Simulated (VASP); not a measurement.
Output of a VASP run:

OSZICAR:
```
...
       N       E                     dE             d eps       ncg     rms          rms(c)
DAV:   1    -0.105797669060E+03   -0.12711E-01   -0.10873E+00  2912   0.920E+00    0.190E+00
DAV:   2    -0.105776872252E+03    0.20797E-01   -0.23998E-02  3232   0.180E+00    0.910E-01
DAV:   3    -0.105773024952E+03    0.38473E-02   -0.14372E-02  3204   0.118E+00    0.717E-02
DAV:   4    -0.105773680927E+03   -0.65598E-03   -0.66962E-04  2988   0.269E-01    0.496E-02
DAV:   5    -0.105773766450E+03   -0.85522E-04   -0.32925E-04  2948   0.221E-01    0.543E-02
DAV:   6    -0.105773953506E+03   -0.18706E-03   -0.90629E-05  3040   0.112E-01    0.161E-02
DAV:   7    -0.105773947935E+03    0.55711E-05   -0.22620E-05  3324   0.499E-02    0.131E-02
DAV:   8    -0.105773957356E+03   -0.94214E-05   -0.45382E-06  2808   0.208E-02    0.444E-03
DAV:   9    -0.105773958033E+03   -0.67655E-06   -0.40953E-07  1444   0.660E-03
   2 F= -.10577396E+03 E0= -.10577343E+03  d E =0.109999E-01
       N       E                     dE             d eps       ncg     rms          rms(c)
DAV:   1    -0.105799803455E+03   -0.25846E-01   -0.65132E-01  2900   0.722E+00    0.150E+00
DAV:   2    -0.105787791856E+03    0.12012E-01   -0.13993E-02  3264   0.140E+00    0.695E-01
DAV:   3    -0.105785541494E+03    0.22504E-02   -0.84708E-03  3176   0.912E-01    0.581E-02
DAV:   4    -0.105785935717E+03   -0.39422E-03   -0.30205E-04  2988   0.181E-01    0.402E-02
DAV:   5    -0.105785913868E+03    0.21850E-04   -0.13725E-04  2888   0.141E-01    0.356E-02
DAV:   6    -0.105786018624E+03   -0.10476E-03   -0.53447E-05  3060   0.845E-02    0.810E-03
DAV:   7    -0.105786015555E+03    0.30682E-05   -0.96223E-06  3116   0.333E-02    0.965E-03
DAV:   8    -0.105786018923E+03   -0.33673E-05   -0.20820E-06  1868   0.147E-02    0.248E-03
DAV:   9    -0.105786018470E+03    0.45320E-06   -0.34461E-07  1444   0.622E-03
   3 F= -.10578602E+03 E0= -.10578561E+03  d E =-.106057E-02
       N       E                     dE             d eps       ncg     rms          rms(c)
DAV:   1    -0.105786752141E+03   -0.73322E-03   -0.10450E-01  2912   0.292E+00    0.286E-01
DAV:   2    -0.105785696061E+03    0.10561E-02   -0.11438E-03  3520   0.465E-01    0.130E-01
DAV:   3    -0.105785573585E+03    0.12248E-03   -0.40402E-04  2916   0.196E-01    0.161E-02
DAV:   4    -0.105785632712E+03   -0.59128E-04   -0.63264E-05  3108   0.803E-02    0.124E-02
DAV:   5    -0.105785637663E+03   -0.49503E-05   -0.20852E-05  2964   0.616E-02    0.605E-03
DAV:   6    -0.105785651327E+03   -0.13664E-04   -0.27965E-06  2420   0.223E-02    0.220E-03
DAV:   7    -0.105785651736E+03   -0.40898E-06   -0.71614E-07  1448   0.915E-03
   4 F= -.10578565E+03 E0= -.10578518E+03  d E =0.366734E-03
       N       E                     dE             d eps       ncg     rms          rms(c)
DAV:   1    -0.105786658700E+03   -0.10074E-02   -0.42491E-02  2916   0.186E+00    0.184E-01
DAV:   2    -0.105786211662E+03    0.44704E-03   -0.46874E-04  3508   0.298E-01    0.840E-02
DAV:   3    -0.105786155200E+03    0.56462E-04   -0.16734E-04  2928   0.126E-01    0.104E-02
DAV:   4    -0.105786175711E+03   -0.20511E-04   -0.26217E-05  3100   0.517E-02    0.798E-03
DAV:   5    -0.105786181847E+03   -0.61360E-05   -0.85110E-06  2940   0.395E-02    0.398E-03
DAV:   6    -0.105786184960E+03   -0.31122E-05   -0.11970E-06  1692   0.148E-02    0.148E-03
DAV:   7    -0.105786185642E+03   -0.68190E-06   -0.37348E-07  1444   0.684E-03
   5 F= -.10578619E+03 E0= -.10578576E+03  d E =-.167172E-03
```

### OUTCAR
```
------------------------ aborting loop because EDIFF is reached ----------------------------------------
  FORCE on cell =-STRESS in cart. coord.  units (eV):
  Direction    XX          YY          ZZ          XY          YZ          ZX
  --------------------------------------------------------------------------------------
  Total        0.0017369      0.0017369      0.0051552      0.0000000      0.0000000      0.0000000
  in kB        0.0994135      0.0994134      0.2950684      0.0000000      0.0000000      0.0000000
  external PRESSURE =       0.1646318 kB  Pullay stress =       0.0000000 kB
  volume of cell :       27.99
      direct lattice vectors                 reciprocal lattice vectors
     1.368801061 -2.370832628  0.000000000     0.365283177 -0.210896372 -0.000000000
     1.368801061  2.370832628 -0.000000000     0.365283177  0.210896372 -0.000000000
     0.000000000 -0.000000000  4.312829098     0.000000000  0.000000000  0.231866364
 POSITION                                       TOTAL-FORCE (eV/Angst)
 -----------------------------------------------------------------------------------
      1.36880      0.79028      1.07821         0.000000     -0.000000      0.000000
      1.36880     -0.79028      3.23462        -0.000000      0.000000      0.000000
 -----------------------------------------------------------------------------------
    total drift:                               -0.000000      0.000025     -0.000020
  FREE ENERGIE OF THE ION-ELECTRON SYSTEM (eV)
  ---------------------------------------------------
  free  energy   TOTEN  =      -105.7861856415 eV

  energy  without entropy=     -105.7849012321  energy(sigma->0) =     -105.78575751

 reached required accuracy - stopping structural energy minimisation
```
(Selected blocks of OUTCAR.)

**POSCAR**
```
Os
1
    1.3650000000    -2.3642490000     0.0000000000
    1.3650000000     2.3642490000     0.0000000000
    0.0000000000     0.0000000000     4.3200000000
Os
2
Direct
  0.3333330000   0.6666670000   0.2500000000
  0.6666670000   0.3333330000   0.7500000000
```

Problem. Reconstruct the remaining input files.

Solution. Several could match; the one computed here: the input of the run itself, r2SCAN+rVV10, plane waves, VASP's PBE PAW potentials (set 64).

### INCAR
```
! general
SYSTEM    =  Os
PREC      =  Accurate
ENCUT     =  520   ! plane-wave cut-off (eV)
LREAL     =  F
LASPH     =  T

! electronic loop
EDIFF     =  1E-6   ! SCF stop (eV)
NELM      =  100   ! most electronic steps
ALGO      =  Normal
LMAXMIX   =  6   ! l cut-off of mixed one-centre charges
LMIXTAU   =  T

! smearing
ISMEAR    =  1
SIGMA     =  0.1   ! width (eV)

! functional
METAGGA   =  R2SCAN
LUSE_VDW  =  T
BPARAM    =  11.95
CPARAM    =  0.0093

! ions
IBRION    =  2   ! conjugate gradients
NSW       =  60   ! most ionic steps
ISIF      =  3   ! ions, shape and volume
EDIFFG    =  -0.01   ! ionic stop

! output
LWAVE     =  F
LCHARG    =  F
```

File KPOINTS:
```
Automatic mesh
0
Gamma
14 14 8
0 0 0
```

POTCAR, in this order: Os (PBE.64 set). Program: vasp_std.

The compound is Os in the hcp structure. This run relaxes it. Symmetry was kept, so distortions that lower it aren't found.
